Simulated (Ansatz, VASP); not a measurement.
**One calculation of TlSbSe3, two programs**

```
Tl Sb Se
1.0
     5.37632    0.00000    0.00000
     0.00000    5.37632    0.00000
     0.00000    0.00000    5.37632
Tl Sb Se
1 1 3
Direct
  0.00000 0.00000 0.00000
  0.50000 0.50000 0.50000
  0.50000 0.50000 0.00000
  0.50000 0.00000 0.50000
  0.00000 0.50000 0.50000
```

The cell comes from a database or a generator and needn't be the stable form of this composition.

Alike in both runs: task single point; functional PBE; k mesh 4 × 4 × 4; occupations gaussian, width 0.05 eV; no spin polarisation.

|  | VASP | Ansatz |
| --- | --- | --- |
| version | VASP 6.6.1 | Ansatz 0.2.0 |
| potentials or method | VASP PAW PBE potentials, release 64 (Tl_d, Sb, Se) | scalar-relativistic, plane waves, PAW |
| plane-wave cutoff (eV) | 520 | 420 |
| valence electrons in the cell | 36 | 76 |

|  | VASP | Ansatz | Ansatz less VASP |
| --- | --- | --- | --- |
| gap on the k mesh at the Fermi level (eV) | none | none | - |
| pressure (GPa) | 0.0 | 0.1 | +0.03 |

A gap of «none» marks a metal or a gap that the smearing closes. The functional is the same, so the differences come from potentials, cutoffs and numerics. The two sets of potentials don't hold the same shells in valence.

The runs have no spin-orbit coupling, so splittings on Sb, Tl are missing.
